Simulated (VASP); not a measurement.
# LiReS3 (Pm-3m) in VASP: further runs

One crystal, LiReS3, is run at these levels: PBE; tasks: single point.

Everything below comes from runs of VASP 6.6.1. Logs are shortened: lines on timing, memory, paths and dates and some standing lists are left out, and cuts for length are marked.

**1. The cell of the first run**

The structure is cubic, space group Pm-3m (No. 221). Conventional cell: a = 4.640 Å, b = 4.640 Å, c = 4.640 Å, α = 90.00°, β = 90.00°, γ = 90.00°. Li (site symmetry m-3m) has 12 S at 3.28 Å as nearest neighbours. Around Re (site symmetry m-3m) lie 6 S at 2.32 Å. S (site symmetry 4/mmm) is surrounded by 2 Re at 2.32 Å.

The cell was built by a generator and needn't be a form met in nature.

**2. Single point, PBE, collinear spin, typed start (species swapped into the HfBRh3 type (Pm-3m, No. 221))**

File INCAR:

```
PREC = Accurate ; ENCUT = 520
EDIFF = 1E-7 ; ISMEAR = 0
SIGMA = 0.1 ; LREAL = False
LASPH = True ; NELM = 150
ALGO = Fast ; ISIF = 2
LWAVE = False ; LCHARG = True
ISPIN = 2 ; MAGMOM = 0 1 0 0 0
LORBIT = 11 ; LMAXMIX = 4
GGA = PE ; LELF = True
LVHAR = True ; NBANDS = 26
```

File KPOINTS:

```
Automatic mesh
0
Gamma
  4 4 4
```

File POSCAR:

```
LiReS3
1.0
    4.6397679500      0.0000000000      0.0000000000
    0.0000000000      4.6397679500      0.0000000000
    0.0000000000      0.0000000000      4.6397679500
Li Re S
1 1 3
Direct
    0.0000000000      0.0000000000      0.0000000000
    0.5000000000      0.5000000000      0.5000000000
    0.0000000000      0.5000000000      0.5000000000
    0.5000000000      0.5000000000      0.0000000000
    0.5000000000      0.0000000000      0.5000000000
```

Potentials or basis: VASP PAW PBE potentials, release 64 (Li_sv, Re, S).

On the command line:

```console
> cat potpaw_PBE.64/Li_sv/POTCAR potpaw_PBE.64/Re/POTCAR potpaw_PBE.64/S/POTCAR > POTCAR
> mpirun -np 1 vasp_std > vasp.out
```

OUTCAR:

```text
PREC = Accurate
   ENCUT = 520
   EDIFF = 1E-7
   ISMEAR = 0
   LREAL = False
   LASPH = True
   NELM = 150
   ISIF = 2
   ISPIN = 2
   LORBIT = 11
   GGA = PE

 ion  position               nearest neighbor table
   1  0.000  0.000  0.000-
   2  0.500  0.500  0.500-   3 2.32   4 2.32   5 2.32   4 2.32   5 2.32   3 2.32
   3  0.000  0.500  0.500-   2 2.32   2 2.32
   4  0.500  0.500  0.000-   2 2.32   2 2.32
   5  0.500  0.000  0.500-   2 2.32   2 2.32

  LATTYP: Found a simple cubic cell.
 ALAT       =     4.6397679500

  Lattice vectors:

 A1 = (   4.6397679500,   0.0000000000,   0.0000000000)
 A2 = (   0.0000000000,   4.6397679500,   0.0000000000)
 A3 = (   0.0000000000,   0.0000000000,   4.6397679500)

Analysis of symmetry for initial positions (statically):
=====================================================================
 Subroutine PRICEL returns:
 Original cell was already a primitive cell.

 Routine SETGRP: Setting up the symmetry group for a
 simple cubic supercell.

 Subroutine GETGRP returns: Found 48 space group operations
 (whereof 48 operations were pure point group operations)
 out of a pool of 48 trial point group operations.

The static configuration has the point symmetry O_h .

Analysis of symmetry for dynamics (positions and initial velocities):
=====================================================================
 Subroutine PRICEL returns:
 Original cell was already a primitive cell.

 Routine SETGRP: Setting up the symmetry group for a
 simple cubic supercell.

 Subroutine GETGRP returns: Found 48 space group operations
 (whereof 48 operations were pure point group operations)
 out of a pool of 48 trial point group operations.

The dynamic configuration has the point symmetry O_h .

Analysis of structural, dynamic, and magnetic symmetry:
=====================================================================
 Subroutine PRICEL returns:
 Original cell was already a primitive cell.

 Routine SETGRP: Setting up the symmetry group for a
 simple cubic supercell.

 Subroutine GETGRP returns: Found 48 space group operations
 (whereof 48 operations were pure point group operations)
 out of a pool of 48 trial point group operations.

The overall configuration has the point symmetry O_h .

 Subroutine INISYM returns: Found 48 space group operations
 (whereof 48 operations are pure point group operations),
 and found     1 'primitive' translations
[... 115 lines left out ...]
   LEPSILON=     F    determine dielectric tensor
   LRPA    =     F    only Hartree local field effects (RPA)
 spin polarized calculation
 RMM-DIIS sequential band-by-band and
 Gauss-broadening in eV      SIGMA  =   0.10
  energy-cutoff  :      520.00
  volume of cell :       99.88
 maximum number of plane-waves:      2730
 NGX is ok and might be reduce to    36
   NGX = 17   NGY = 17   NGZ = 17

 number of electron      27.9999992 magnetization       1.7180074

 Free energy of the ion-electron system (eV)
  ---------------------------------------------------
  ext. energy  EPLUGINS =         0.00000000
  ---------------------------------------------------
  free energy    TOTEN  =       -26.71308411 eV

  energy without entropy =      -26.70674045  energy(sigma->0) =      -26.70991228

 E-fermi :   4.2239     XC(G=0):  -9.3256

 val. band max:        4.1405479490   @ k =   0.2500   0.2500   0.2500
 cond. band min:       4.3045262608   @ k =   0.5000   0.5000   0.0000
 fundamental gap:      0.1639783118
 Fermi energy:         4.2239321710

 spin component 1

 k-point     1 :       0.0000    0.0000    0.0000
  band No.  band energies     occupation
      1     -43.5666      1.00000
      2     -10.4875      1.00000
      3      -8.7424      1.00000
      4      -8.7424      1.00000
      5      -0.6328      1.00000
      6      -0.6328      1.00000
[... 279 lines left out ...]
     25      13.0377      0.00000
     26      13.1876      0.00000
 Fermi energy:         4.2239321710

 spin component 2

 k-point     1 :       0.0000    0.0000    0.0000
  band No.  band energies     occupation
      1     -43.5627      1.00000
      2     -10.2484      1.00000
      3      -8.4810      1.00000
      4      -8.4810      1.00000
      5      -0.4469      1.00000
      6      -0.4469      1.00000
[... 279 lines left out ...]
     25      12.2566      0.00000
     26      13.3818      0.00000

------------------------ aborting loop because EDIFF is reached ----------------------------------------

  FORCE on cell =-STRESS in cart. coord.  units (eV):
  Direction    XX          YY          ZZ          XY          YZ          ZX
  --------------------------------------------------------------------------------------
  -------------------------------------------------------------------------------------
  Total        2.3826763      2.3826763      2.3826763      0.0000000     -0.0000000      0.0000000
  in kB       38.2196626     38.2196626     38.2196626      0.0000000     -0.0000000      0.0000000
  external PRESSURE =      38.2196626 kB  Pullay stress =       0.0000000 kB

 VOLUME and BASIS-vectors are now :
 -----------------------------------------------------------------------------
  energy-cutoff  :      520.00
  volume of cell :       99.88
      direct lattice vectors                 reciprocal lattice vectors
     4.639767950  0.000000000  0.000000000     0.215528020  0.000000000  0.000000000
     0.000000000  4.639767950  0.000000000     0.000000000  0.215528020  0.000000000
     0.000000000  0.000000000  4.639767950     0.000000000  0.000000000  0.215528020

 POSITION                                       TOTAL-FORCE (eV/Angst)
 -----------------------------------------------------------------------------------
      0.00000      0.00000      0.00000         0.000000      0.000000      0.000000
      2.31988      2.31988      2.31988         0.000000      0.000000      0.000000
      0.00000      2.31988      2.31988         0.000000      0.000000      0.000000
      2.31988      2.31988      0.00000         0.000000      0.000000      0.000000
      2.31988      0.00000      2.31988         0.000000      0.000000      0.000000
 -----------------------------------------------------------------------------------
    total drift:                                0.000000      0.000000      0.000000

  FREE ENERGIE OF THE ION-ELECTRON SYSTEM (eV)
  ---------------------------------------------------
  free  energy   TOTEN  =       -26.7130841120 eV

  energy  without entropy=      -26.7067404512  energy(sigma->0) =      -26.70991228

 total charge

# of ion       s       p       d       tot
------------------------------------------
    1        1.991   0.012   0.000   2.004
    2        0.513   0.649   4.801   5.964
    3        1.339   2.399   0.000   3.738
    4        1.339   2.399   0.000   3.738
    5        1.339   2.399   0.000   3.738
--------------------------------------------------
tot          6.522   7.858   4.801  19.181

 magnetization (x)

# of ion       s       p       d       tot
------------------------------------------
    1        0.000   0.001   0.000   0.001
    2        0.005   0.004   0.861   0.870
    3        0.010   0.148   0.000   0.158
    4        0.010   0.148   0.000   0.158
    5        0.010   0.148   0.000   0.158
--------------------------------------------------
tot          0.036   0.450   0.861   1.347
```

stdout:

```text
POSCAR found type information on POSCAR LiReS
 POSCAR found :  3 types and       5 ions
 scaLAPACK will be used
 LDA part: xc-table for (Slater+PW92), standard interpolation
 POSCAR, INCAR and KPOINTS ok, starting setup
 FFT: planning ... GRIDC
 FFT: planning ... GRID_SOFT
 FFT: planning ... GRID
 WAVECAR not read
 entering main loop
WARNING in EDDRMM: call to ZHEGV failed, returncode =   8  4      4
WARNING in EDDRMM: call to ZHEGV failed, returncode =   8  4      7
 num prob  num prob RMM:  20    -0.267130803585E+02   -0.19377E-05   -0.17944E-05  1637   0.182E-02    0.221E-03
 num prob  num prob  num prob RMM:  21    -0.267130816461E+02   -0.12876E-05   -0.11541E-05  1585   0.174E-02    0.257E-03
 num prob RMM:  22    -0.267130825785E+02   -0.93241E-06   -0.80738E-06  1528   0.171E-02    0.425E-03
 num prob RMM:  23    -0.267130831238E+02   -0.54529E-06   -0.53807E-06  1482   0.153E-02    0.565E-03
 num prob  num prob  num prob  num prob RMM:  24    -0.267130835142E+02   -0.39041E-06   -0.36328E-06  1387   0.126E-02    0.571E-03
 num prob RMM:  25    -0.267130836918E+02   -0.17767E-06   -0.25340E-06  1331   0.149E-02    0.491E-03
 num prob  num prob  num prob  num prob RMM:  26    -0.267130838354E+02   -0.14361E-06   -0.16189E-06  1300   0.148E-02    0.668E-03
 num prob  num prob  num prob WARNING in EDDRMM: call to ZHEGV failed, returncode =   6  3     11
 num prob RMM:  27    -0.267130839451E+02   -0.10967E-06   -0.10321E-06  1256   0.140E-02    0.648E-03
 num prob  num prob RMM:  28    -0.267130840665E+02   -0.12138E-06   -0.13703E-06  1221   0.152E-02    0.626E-03
 num prob  num prob  num prob  num prob  num prob RMM:  29    -0.267130841120E+02   -0.45460E-07   -0.47900E-07  1179   0.135E-02
```

It took 67 s on 1 thread of Intel Xeon Platinum 8559C (Emerald Rapids), shared host; peak memory 0.24 GiB.

What came out:

| Property | Result |
| --- | --- |
| Free energy | -26.7131 eV |
| Band gap on the k mesh | none (metal or under the smearing width) |
| Net moment | 1.72 μB per cell |
| Site moments | Li +0.00; Re +0.87; S +0.16 μB |
| Valence electrons inside the program's atomic spheres | Li 2.00; Re 5.96; S 3.74 |

Caveat: the cutoff is under 1.25 times the usual one of these potentials, so pressure, stress and relaxed cells hold a basis-set (Pulay) error. Spin-orbit coupling is left out, which matters for the levels of Re.

**3. Single point, PBE, collinear spin, typed start (species swapped into the HfBRh3 type (Pm-3m, No. 221))**

File INCAR:

```
PREC     = Accurate       # precision mode
ENCUT    = 520            # plane-wave cutoff, eV
EDIFF    = 1E-6           # SCF threshold, eV
ISMEAR   = 0              # smearing method
SIGMA    = 0.1            # smearing width, eV
LREAL    = False          # projectors in reciprocal space
LASPH    = True           # aspherical terms in the spheres
NELM     = 150            # most SCF steps
ALGO     = Normal         # electronic algorithm
ISIF     = 2              # what is computed and relaxed
LWAVE    = False          # write WAVECAR
LCHARG   = False          # write CHGCAR
ISPIN    = 2              # spin polarisation
MAGMOM   = 0 0.73 0.19 0.19 0.19 # initial moments
LORBIT   = 11             # projections on sites
LMAXMIX  = 4              # l up to which the mixer works
GGA      = PE             # functional
NBANDS   = 26             # bands
```

File KPOINTS:

```
regular mesh
0
Gamma
  8 8 8
```

Changes to POSCAR since step 2:

```diff
@@ -2,5 +2,5 @@
 1.0
-    4.6397679500      0.0000000000      0.0000000000
-    0.0000000000      4.6397679500      0.0000000000
-    0.0000000000      0.0000000000      4.6397679500
+    4.6797467918      0.0000000000      0.0000000000
+    0.0000000000      4.6797467918      0.0000000000
+    0.0000000000      0.0000000000      4.6797467918
 Li Re S
```

Potentials or basis: VASP PAW PBE potentials, release 64 (Li_sv, Re, S).

On the command line:

```console
> cat potpaw_PBE.64/Li_sv/POTCAR potpaw_PBE.64/Re/POTCAR potpaw_PBE.64/S/POTCAR > POTCAR
> mpirun -np 1 vasp_std > vasp.out
```

Run time: 2.7 min. Hardware: 1 thread of Intel Xeon Platinum 8488C (Sapphire Rapids), shared host; peak memory 0.33 GiB.

Results (log left out):

```yaml
Free_energy: -26.9739 eV
Band_gap_on_the_k_mesh: none (metal or under the smearing width)
Net_moment: 0.00 μB per cell
Valence_electrons_inside_the_program's_atomic_spheres: Li 2.00; Re 5.87; S 3.73
```

Levels at points of the mesh, in eV from the Fermi level:
Spin up:
| k point | band 12 | band 13 | band 14 | band 15 | band 16 | band 17 |
| --- | --- | --- | --- | --- | --- | --- |
| (0.00, 0.00, 0.00) | -1.49 | -1.49 | -0.91 | -0.91 | -0.91 | -0.07 |
| (0.50, 0.00, 0.00) | -2.01 | -1.06 | -1.06 | -0.03 | 0.89 | 0.89 |
| (0.50, 0.50, 0.00) | -2.53 | -0.01 | 0.73 | 0.75 | 0.95 | 0.95 |
| (0.50, 0.50, 0.50) | 0.02 | 0.02 | 0.82 | 0.82 | 0.82 | 2.32 |
Spin down:
```csv
k point,band 10,band 11,band 12,band 13,band 14,band 15,band 16,band 17,band 18,band 19
"(0.00, 0.00, 0.00)",-2.42,-1.49,-1.49,-1.49,-0.91,-0.91,-0.91,-0.07,-0.07,1.79
"(0.50, 0.00, 0.00)",-3.06,-2.38,-2.01,-1.06,-1.06,-0.03,0.89,0.89,1.54,4.44
"(0.50, 0.50, 0.00)",-3.35,-2.53,-2.53,-0.01,0.73,0.75,0.95,0.95,4.52,5.00
"(0.50, 0.50, 0.50)",-5.57,0.02,0.02,0.02,0.82,0.82,0.82,2.32,6.41,6.41
```

Caveat: the cutoff is under 1.25 times the usual one of these potentials, so pressure, stress and relaxed cells hold a basis-set (Pulay) error. The run has no spin-orbit coupling, so splittings on Re are missing.
